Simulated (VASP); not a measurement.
# Mg3CdSe2O2 (P4/mmm) in VASP: notebook

The runs below take Mg3CdSe2O2 through relaxation of cell and atoms, with PBE.

Program: VASP 6.6.1. These are calculated values, not measurements. Logs are shortened: lines on timing, memory, paths and dates and some standing lists are left out, and cuts for length are marked.

## 1. The structure

The structure is tetragonal, space group P4/mmm (No. 123). Conventional cell: a = 4.130 Å, b = 4.130 Å, c = 9.507 Å, α = 90.00°, β = 90.00°, γ = 90.00°. Mg (site symmetry 4mm) has 1 O at 2.40 Å as nearest neighbours. Around Mg (site symmetry 4/mmm) lie 8 Mg at 3.39 Å. Cd (site symmetry 4/mmm) has 4 Se at 2.07 Å as nearest neighbours. Around Se (site symmetry mmm) lie 2 Cd at 2.07 Å and 4 O at 2.16 Å. Around O (site symmetry 4mm) lie 1 O at 1.25 Å.

The cell was built by a generator and needn't be a form met in nature.

## 2. Relaxation of cell and atoms, PBE

Input file INCAR:

```
PREC = Normal
ENCUT = 520
EDIFF = 1E-4
ISMEAR = 0
SIGMA = 0.15
LREAL = False
LASPH = True
NELM = 60
ALGO = Fast
ISIF = 3
LWAVE = False
LCHARG = False
GGA = PE
IBRION = 2
NSW = 24
EDIFFG = -0.08
KPAR = 2
```

Input file KPOINTS:

```
regular mesh
0
Gamma
  4 4 2
```

Input file POSCAR:

```
Mg3CdSe2O2
1.0
    4.1300288000      0.0000000000      0.0000000000
    0.0000000000      4.1300288000      0.0000000000
    0.0000000000      0.0000000000      9.5072030100
Mg Cd Se O
3 1 2 2
Direct
    0.5000000000      0.5000000000      0.6820964200
    0.5000000000      0.5000000000      0.3179035800
    0.0000000000      0.0000000000      0.5000000000
    0.0000000000      0.0000000000      0.0000000000
    0.0000000000      0.5000000000      0.0000000000
    0.5000000000      0.0000000000      0.0000000000
    0.5000000000      0.5000000000      0.0659648100
    0.5000000000      0.5000000000      0.9340351900
```

Potentials or basis: VASP PAW PBE potentials, release 64 (Mg, Cd, Se, O).

Started as:

```
> cat potpaw_PBE.64/Mg/POTCAR potpaw_PBE.64/Cd/POTCAR potpaw_PBE.64/Se/POTCAR potpaw_PBE.64/O/POTCAR > POTCAR
> mpirun -np 2 vasp_std > vasp.out
```

OUTCAR:

```text
PREC = Normal
   ENCUT = 520
   EDIFF = 1E-4
   ISMEAR = 0
   LREAL = False
   LASPH = True
   NELM = 60
   ISIF = 3
   GGA = PE
   IBRION = 2
   NSW = 24
   EDIFFG = -0.08

 ion  position               nearest neighbor table
   1  0.500  0.500  0.682-   8 2.40   3 3.39   3 3.39   3 3.39   3 3.39   2 3.46
   2  0.500  0.500  0.318-   7 2.40   3 3.39   3 3.39   3 3.39   3 3.39   1 3.46
   3  0.000  0.000  0.500-   1 3.39   2 3.39   1 3.39   2 3.39   1 3.39   2 3.39   1 3.39   2 3.39

   4  0.000  0.000  0.000-   5 2.07   6 2.07   5 2.07   6 2.07
   5  0.000  0.500  0.000-   4 2.07   4 2.07   8 2.16   7 2.16   7 2.16   8 2.16
   6  0.500  0.000  0.000-   4 2.07   4 2.07   8 2.16   7 2.16   8 2.16   7 2.16
   7  0.500  0.500  0.066-   8 1.25   6 2.16   5 2.16   6 2.16   5 2.16   2 2.40
   8  0.500  0.500  0.934-   7 1.25   6 2.16   5 2.16   6 2.16   5 2.16   1 2.40

  LATTYP: Found a simple tetragonal cell.
 ALAT       =     4.1300288000
 C/A-ratio  =     2.3019701485

  Lattice vectors:

 A1 = (   4.1300288000,   0.0000000000,   0.0000000000)
 A2 = (   0.0000000000,   4.1300288000,   0.0000000000)
 A3 = (   0.0000000000,   0.0000000000,   9.5072030100)

Analysis of symmetry for initial positions (statically):
=====================================================================
 Subroutine PRICEL returns:
 Original cell was already a primitive cell.

 Routine SETGRP: Setting up the symmetry group for a
 simple tetragonal supercell.

 Subroutine GETGRP returns: Found 16 space group operations
 (whereof 16 operations were pure point group operations)
 out of a pool of 16 trial point group operations.

The static configuration has the point symmetry D_4h.

Analysis of symmetry for dynamics (positions and initial velocities):
=====================================================================
 Subroutine PRICEL returns:
 Original cell was already a primitive cell.

 Routine SETGRP: Setting up the symmetry group for a
 simple tetragonal supercell.

 Subroutine GETGRP returns: Found 16 space group operations
 (whereof 16 operations were pure point group operations)
 out of a pool of 16 trial point group operations.

The dynamic configuration has the point symmetry D_4h.

 Subroutine INISYM returns: Found 16 space group operations
 (whereof 16 operations are pure point group operations),
 and found     1 'primitive' translations

----------------------------------------------------------------------------------------

                                     Primitive cell

  volume of cell :     162.1657

  direct lattice vectors                    reciprocal lattice vectors
     4.130028800  0.000000000  0.000000000     0.242129062  0.000000000  0.000000000
     0.000000000  4.130028800  0.000000000     0.000000000  0.242129062  0.000000000
     0.000000000  0.000000000  9.507203010     0.000000000  0.000000000  0.105183407

  length of vectors
     4.130028800  4.130028800  9.507203010     0.242129062  0.242129062  0.105183407

  position of ions in fractional coordinates (direct lattice)
     0.500000000  0.500000000  0.682096420
     0.500000000  0.500000000  0.317903580
     0.000000000  0.000000000  0.500000000
     0.000000000  0.000000000  0.000000000
     0.000000000  0.500000000  0.000000000
     0.500000000  0.000000000  0.000000000
     0.500000000  0.500000000  0.065964810
     0.500000000  0.500000000  0.934035190

  ion indices of the primitive-cell ions
   primitive index   ion index
                 1           1
                 2           2
                 3           3
                 4           4
                 5           5
                 6           6
                 7           7
                 8           8

----------------------------------------------------------------------------------------

 KPOINTS: regular mesh

Automatic generation of k-mesh.
 Grid dimensions read from file:
 generate k-points for:    4    4    2

 Generating k-lattice:

  Cartesian coordinates                     Fractional coordinates (reciprocal lattice)
[... 44 lines left out ...]
     AMIX     =   0.40;   BMIX     =  1.00
     AMIX_MAG =   1.60;   BMIX_MAG =  1.00
  volume/ion in A,a.u.               =      20.27       136.79
  Fermi-wavevector in a.u.,A,eV,Ry     =   1.043530  1.971986 14.816131  1.088955
  Thomas-Fermi vector in A             =   2.178243
   LORBIT       =      0    0 simple, 1 ext, 2 COOP (PROOUT), +10 PAW based schemes
   GGA     = PE    functional components
   LHFCALC =     F    Hartree Fock is set to
   AEXX    =    0.0000 exact exchange contribution
   IVDW    =     0    specifies the selected vdW correction
   LEPSILON=     F    determine dielectric tensor
   LRPA    =     F    only Hartree local field effects (RPA)
 conjugate gradient relaxation of ions
 non-spin polarized calculation
 RMM-DIIS sequential band-by-band and
 Gauss-broadening in eV      SIGMA  =   0.15
  energy-cutoff  :      520.00
  volume of cell :      162.17
 maximum number of plane-waves:      4400
   NGX = 15   NGY = 15   NGZ = 35

--------------------------------------- Ionic step        1  -------------------------------------------

 number of electron      42.0000063 magnetization

 Free energy of the ion-electron system (eV)
  ---------------------------------------------------
  ext. energy  EPLUGINS =         0.00000000
  ---------------------------------------------------
  free energy    TOTEN  =        -4.52586587 eV

  energy without entropy =       -4.47323184  energy(sigma->0) =       -4.49954886

------------------------ aborting loop because EDIFF is reached ----------------------------------------

  FORCE on cell =-STRESS in cart. coord.  units (eV):
  Direction    XX          YY          ZZ          XY          YZ          ZX
  --------------------------------------------------------------------------------------
  -------------------------------------------------------------------------------------
  Total       66.6838610     66.6838610     16.2098051      0.0000000     -0.0000000     -0.0000000
  in kB      658.8285213    658.8285213    160.1509232      0.0000000     -0.0000000     -0.0000000
  external PRESSURE =     492.6026553 kB  Pullay stress =       0.0000000 kB
[... 29 lines left out ...]
--------------------------------------- Ionic step        2  -------------------------------------------

 number of electron      41.9999889 magnetization

 E-fermi :  -1.3692     XC(G=0):  -6.2022

 val. band max:       -1.4327290767   @ k =   0.2500   0.0000   0.5000
 cond. band min:      -1.3423599711   @ k =   0.2500   0.0000   0.5000
 fundamental gap:      0.0903691056
 Fermi energy:        -1.3692111821

 k-point     1 :       0.0000    0.0000    0.0000
  band No.  band energies     occupation
      1     -17.2804      2.00000
      2     -17.1523      2.00000
      3     -13.2696      2.00000
      4     -12.9989      2.00000
      5      -9.4099      2.00000
      6      -9.4099      2.00000
[... 414 lines left out ...]
  FREE ENERGIE OF THE ION-ELECTRON SYSTEM (eV)
  ---------------------------------------------------
  free  energy   TOTEN  =       -18.5472716458 eV

  energy  without entropy=      -18.4926537506  energy(sigma->0) =      -18.51996270

[... ionic steps 4 to 12 ...]

--------------------------------------- Ionic step       13  -------------------------------------------

 number of electron      42.0000022 magnetization

------------------------ aborting loop because EDIFF is reached ----------------------------------------
[... 79 lines left out ...]
--------------------------------------- Ionic step       15  -------------------------------------------

 number of electron      42.0000010 magnetization

 Free energy of the ion-electron system (eV)
  ---------------------------------------------------
  ext. energy  EPLUGINS =         0.00000000
  ---------------------------------------------------
  free energy    TOTEN  =       -19.75224791 eV

  energy without entropy =      -19.68743836  energy(sigma->0) =      -19.71984313

 E-fermi :   0.7727     XC(G=0):  -7.8117

 val. band max:        0.7622929456   @ k =   0.5000   0.5000   0.5000
 cond. band min:       0.7851975666   @ k =   0.2500   0.2500   0.5000
 fundamental gap:      0.0229046210
 Fermi energy:         0.7727134890

 k-point     1 :       0.0000    0.0000    0.0000
  band No.  band energies     occupation
      1     -16.1781      2.00000
      2     -15.4565      2.00000
      3     -12.5518      2.00000
      4     -12.1052      2.00000
      5      -8.0921      2.00000
      6      -8.0140      2.00000
[... 372 lines left out ...]
  FREE ENERGIE OF THE ION-ELECTRON SYSTEM (eV)
  ---------------------------------------------------
  free  energy   TOTEN  =       -19.7522479084 eV

  energy  without entropy=      -19.6874383564  energy(sigma->0) =      -19.71984313

 reached required accuracy - stopping structural energy minimisation
```

Run time: 1.9 min. Hardware: 2 MPI ranks of Intel Xeon Platinum 8488C (Sapphire Rapids), shared host; peak memory 0.21 GiB.

What came out:

| Quantity | Value |
| --- | --- |
| Free energy | -19.7522 eV |
| Relaxed volume | 27.48 Å³/atom |
| Relaxed cell | a = 4.967 Å, b = 4.967 Å, c = 8.913 Å, α = 90.00°, β = 90.00°, γ = 90.00° |
| Space group after relaxing (to 0.05 Å) | P4/mmm (No. 123) |
| Energy gained by relaxing | 1903.3 meV/atom |
| Ionic steps | 15 |
| Pressure after relaxing | 0.1 GPa |
| Largest force after relaxing | 0.026 eV/Å |
| Band gap on the k mesh | none (metal or under the smearing width) |

Forces on the atoms (eV/Å):
```
Mg   0.000  0.000  0.026
Mg   0.000  0.000 -0.026
Mg   0.000  0.000  0.000
Cd   0.000  0.000  0.000
Se   0.000  0.000  0.000
Se   0.000  0.000  0.000
O    0.000  0.000  0.008
O    0.000  0.000 -0.008
```

The path:
```csv
step,energy change (eV),largest force (eV/Å),pressure (GPa),volume (Å³)
1,0.0000,14.4188,49.26,162.17
2,-10.6688,0.2420,-8.62,349.97
3,-14.0214,2.7480,-3.05,249.09
4,-14.0401,2.5656,-3.65,253.54
5,-14.0353,2.6514,-3.28,251.47
6,-14.8277,1.0432,-0.16,233.49
7,-14.8281,0.9561,-0.22,233.86
8,-14.9130,0.8631,-0.24,231.45
9,-15.1269,0.5114,0.07,224.29
10,-15.0165,1.5838,1.44,210.15
11,-15.1956,0.2814,0.40,220.22
12,-15.2128,0.1951,0.57,216.31
13,-15.2158,0.1886,0.63,217.39
14,-15.2124,0.1840,-0.44,222.76
15,-15.2264,0.0262,0.06,219.87
```

Final structure:
```
Mg Cd Se O
1.0
     4.96664    0.00000    0.00000
     0.00000    4.96664    0.00000
     0.00000    0.00000    8.91327
Mg Cd Se O
3 1 2 2
Direct
  0.50000 0.50000 0.65753
  0.50000 0.50000 0.34247
  0.00000 0.00000 0.50000
  0.00000 0.00000 0.00000
  0.00000 0.50000 0.00000
  0.50000 0.00000 0.00000
  0.50000 0.50000 0.13303
  0.50000 0.50000 0.86697
```

Levels at points of the mesh, in eV from the Fermi level:
| k point | band 17 | band 18 | band 19 | band 20 | band 21 | band 22 | band 23 | band 24 | band 25 | band 26 |
| --- | --- | --- | --- | --- | --- | --- | --- | --- | --- | --- |
| (0.00, 0.00, 0.00) | -1.72 | -1.72 | -1.38 | -1.12 | 0.24 | 1.24 | 1.24 | 1.27 | 1.75 | 2.06 |
| (0.50, 0.00, 0.00) | -1.71 | -1.55 | -1.46 | -1.24 | -0.43 | 0.08 | 1.28 | 1.63 | 2.63 | 3.32 |
| (0.50, 0.50, 0.00) | -1.18 | -0.86 | -0.24 | -0.08 | -0.08 | 0.35 | 0.40 | 0.40 | 1.03 | 1.22 |
| (0.00, 0.00, 0.50) | -1.73 | -1.73 | -1.13 | -0.88 | -0.02 | 0.90 | 1.30 | 1.30 | 1.63 | 2.00 |
| (0.50, 0.00, 0.50) | -1.78 | -1.71 | -1.38 | -0.65 | -0.59 | 0.11 | 1.30 | 1.49 | 2.15 | 3.55 |
| (0.50, 0.50, 0.50) | -1.01 | -0.64 | -0.37 | -0.01 | -0.01 | 0.35 | 0.40 | 0.40 | 1.03 | 2.46 |

Caveat: the k mesh is coarse (spacing up to 0.38 Å⁻¹), so the values aren't converged; the standard files for N, O and F lose accuracy on very short bonds; the volume moved by over 15 % at a fixed basis, so the end points are rough; the relaxation stopped at a loose force limit of 0.08 eV/Å, so its end isn't a converged minimum.

## 3. Relaxation of cell and atoms, PBE

This run uses another cell than the first one, of 18.96 Å³/atom, 0.935 times its volume.

INCAR is that of step 2.

Input file KPOINTS:

```
regular mesh
0
Gamma
  3 3 2
```

Input file POSCAR:

```
Mg3CdSe2O2
1.0
    5.0972937700      0.0000000000      0.0000000000
   -2.5486468900      4.4143859000      0.0000000000
    0.0000000000      0.0000000000      6.7418499300
Mg Cd Se O
3 1 2 2
Direct
    0.3333333300      0.6666666700      0.0000000000
    0.6666666700      0.3333333300      0.0000000000
    0.0000000000      0.0000000000      0.5000000000
    0.0000000000      0.0000000000      0.0000000000
    0.3333333300      0.6666666700      0.5000000000
    0.6666666700      0.3333333300      0.5000000000
    0.0000000000      0.0000000000      0.7406303200
    0.0000000000      0.0000000000      0.2593696800
```

Potentials or basis: VASP PAW PBE potentials, release 64 (Mg, Cd, Se, O).

Started as:

```
> cat potpaw_PBE.64/Mg/POTCAR potpaw_PBE.64/Cd/POTCAR potpaw_PBE.64/Se/POTCAR potpaw_PBE.64/O/POTCAR > POTCAR
> mpirun -np 2 vasp_std > vasp.out
```

Wall time 46 s (2 MPI ranks of Intel Xeon Platinum 8488C (Sapphire Rapids), shared host); peak memory 0.19 GiB.

It converged, with:

* Free energy: -23.7903 eV
* Relaxed volume: 22.73 Å³/atom
* Relaxed cell: a = 5.265 Å, b = 5.265 Å, c = 7.576 Å, α = 90.00°, β = 90.00°, γ = 120.00°
* Space group after relaxing (to 0.05 Å): P6/mmm (No. 191)
* Energy gained by relaxing: 302.7 meV/atom
* Ionic steps: 8
* Pressure after relaxing: 0.2 GPa
* Largest force after relaxing: 0.066 eV/Å
* Band gap on the k mesh: none (metal or under the smearing width)

Forces in eV/Å, atoms in the order of the input:
```
Mg   0.000  0.000  0.000
Mg   0.000  0.000  0.000
Mg   0.000  0.000  0.000
Cd   0.000  0.000  0.000
Se   0.000  0.000  0.000
Se   0.000  0.000  0.000
O    0.000  0.000 -0.066
O    0.000  0.000  0.066
```

Stress tensor (GPa, compression positive):
```
 0.35  0.00  0.00
 0.00  0.35  0.00
 0.00  0.00 -0.21
```

The path:
| step | energy change (eV) | largest force (eV/Å) | pressure (GPa) | volume (Å³) |
| --- | --- | --- | --- | --- |
| 1 | 0.0000 | 0.6795 | 20.10 | 151.70 |
| 2 | -1.0436 | 0.7494 | -6.44 | 207.51 |
| 3 | -2.3497 | 1.1948 | 0.67 | 178.16 |
| 4 | -2.3509 | 1.1840 | 0.92 | 177.61 |
| 5 | -2.3508 | 1.1787 | 1.15 | 177.08 |
| 6 | -2.4112 | 0.4787 | 0.28 | 181.21 |
| 7 | -2.4146 | 0.1640 | 0.37 | 180.41 |
| 8 | -2.4216 | 0.0658 | 0.16 | 181.85 |

Final structure:
```yaml
crystal:
  lattice:
    - [5.26462, 0.00000, 0.00000]
    - [-2.63231, 4.55929, 0.00000]
    - [0.00000, 0.00000, 7.57602]
  atoms:
    - { symbol: Mg, position: [0.33333, 0.66667, 0.00000] }
    - { symbol: Mg, position: [0.66667, 0.33333, 0.00000] }
    - { symbol: Mg, position: [0.00000, 0.00000, 0.50000] }
    - { symbol: Cd, position: [0.00000, 0.00000, 0.00000] }
    - { symbol: Se, position: [0.33333, 0.66667, 0.50000] }
    - { symbol: Se, position: [0.66667, 0.33333, 0.50000] }
    - { symbol: O, position: [0.00000, 0.00000, 0.74272] }
    - { symbol: O, position: [0.00000, 0.00000, 0.25728] }
```

Levels at points of the mesh, in eV from the Fermi level:
```tsv
k point	band 18	band 19	band 20	band 21	band 22	band 23	band 24	band 25
(0.00, 0.00, 0.00)	-1.23	-1.23	0.04	0.06	0.06	2.17	2.17	2.57
(0.00, 0.00, 0.50)	-1.83	-0.36	-0.03	0.36	0.36	1.59	2.08	2.08
```

Caveat: the k mesh is coarse (spacing up to 0.47 Å⁻¹), so the values aren't converged; the volume moved by over 15 % at a fixed basis, so the end points are rough; the relaxation stopped at a loose force limit of 0.08 eV/Å, so its end isn't a converged minimum.

## 4. Relaxation of cell and atoms, PBE

This run uses another cell than the first one, of 19.02 Å³/atom, 0.938 times its volume.

INCAR is that of step 3.

Input file KPOINTS:

```
regular mesh
0
Gamma
  4 4 2
```

Input file POSCAR:

```
Mg3CdSe2O2
1.0
    4.6278055300      0.0000000000      0.0000000000
   -2.3139027600      4.0077971500      0.0000000000
    0.0000000000      0.0000000000      8.2047698000
Mg Cd Se O
3 1 2 2
Direct
    0.3333333300      0.6666666700      0.5000000000
    0.6666666700      0.3333333300      0.5000000000
    0.0000000000      0.0000000000      0.0000000000
    0.0000000000      0.0000000000      0.5000000000
    0.0000000000      0.0000000000      0.2515717000
    0.0000000000      0.0000000000      0.7484283000
    0.3333333300      0.6666666700      0.0000000000
    0.6666666700      0.3333333300      0.0000000000
```

Started as:

```
> cat potpaw_PBE.64/Mg/POTCAR potpaw_PBE.64/Cd/POTCAR potpaw_PBE.64/Se/POTCAR potpaw_PBE.64/O/POTCAR > POTCAR
> mpirun -np 2 vasp_std > vasp.out
```

It took 1.9 min on 2 MPI ranks of Intel Xeon Platinum 8488C (Sapphire Rapids), shared host; peak memory 0.21 GiB.

The run converged. Its results:

| Quantity | Value |
| --- | --- |
| Free energy | -18.4818 eV |
| Relaxed volume | 24.01 Å³/atom |
| Relaxed cell | a = 4.654 Å, b = 4.654 Å, c = 10.243 Å, α = 90.00°, β = 90.00°, γ = 120.00° |
| Space group after relaxing (to 0.05 Å) | P6/mmm (No. 191) |
| Energy gained by relaxing | 790.5 meV/atom |
| Ionic steps | 10 |
| Pressure after relaxing | -0.3 GPa |
| Largest force after relaxing | 0.058 eV/Å |
| Band gap on the k mesh | none (metal or under the smearing width) |

Forces on the atoms (eV/Å):
```
Mg   0.000  0.000  0.000
Mg   0.000  0.000  0.000
Mg   0.000  0.000  0.000
Cd   0.000  0.000  0.000
Se   0.000  0.000 -0.058
Se   0.000  0.000  0.058
O    0.000  0.000  0.000
O    0.000  0.000  0.000
```

Stress tensor (GPa, compression positive):
```
-0.47  0.00  0.00
 0.00 -0.47  0.00
 0.00  0.00 -0.05
```

Step by step:
| step | energy change (eV) | largest force (eV/Å) | pressure (GPa) | volume (Å³) |
| --- | --- | --- | --- | --- |
| 1 | 0.0000 | 5.1657 | 28.85 | 152.18 |
| 2 | -3.7163 | 0.7795 | -5.71 | 231.61 |
| 3 | -5.5994 | 2.8402 | 1.30 | 189.08 |
| 4 | -5.5943 | 2.7069 | 0.53 | 191.88 |
| 5 | -5.5986 | 2.7445 | 0.73 | 190.99 |
| 6 | -6.0538 | 1.4192 | -1.44 | 195.70 |
| 7 | -6.1580 | 0.9178 | -2.28 | 198.99 |
| 8 | -6.1681 | 0.8037 | -2.42 | 200.07 |
| 9 | -6.3121 | 0.3796 | 0.36 | 190.19 |
| 10 | -6.3236 | 0.0584 | -0.33 | 192.12 |

Final structure:
```yaml
crystal:
  lattice:
    - [4.65369, 0.00000, 0.00000]
    - [-2.32685, 4.03022, 0.00000]
    - [0.00000, 0.00000, 10.24331]
  atoms:
    - { symbol: Mg, position: [0.33333, 0.66667, 0.50000] }
    - { symbol: Mg, position: [0.66667, 0.33333, 0.50000] }
    - { symbol: Mg, position: [0.00000, 0.00000, 0.00000] }
    - { symbol: Cd, position: [0.00000, 0.00000, 0.50000] }
    - { symbol: Se, position: [0.00000, 0.00000, 0.25934] }
    - { symbol: Se, position: [0.00000, 0.00000, 0.74066] }
    - { symbol: O, position: [0.33333, 0.66667, 0.00000] }
    - { symbol: O, position: [0.66667, 0.33333, 0.00000] }
```

Levels at points of the mesh, in eV from the Fermi level:
| k point | band 19 | band 20 | band 21 | band 22 | band 23 | band 24 |
| --- | --- | --- | --- | --- | --- | --- |
| (0.00, 0.00, 0.00) | -0.52 | -0.27 | -0.27 | 0.05 | 2.04 | 2.10 |
| (0.50, 0.00, 0.00) | -0.44 | -0.29 | -0.21 | 0.09 | 0.23 | 0.78 |
| (0.00, 0.00, 0.50) | -0.07 | -0.07 | 0.03 | 0.06 | 1.61 | 2.07 |
| (0.50, 0.00, 0.50) | -0.44 | -0.34 | -0.02 | 0.14 | 0.23 | 0.73 |

Caveat: the k mesh is coarse (spacing up to 0.39 Å⁻¹), so the values aren't converged; the volume moved by over 15 % at a fixed basis, so the end points are rough; the relaxation stopped at a loose force limit of 0.08 eV/Å, so its end isn't a converged minimum.
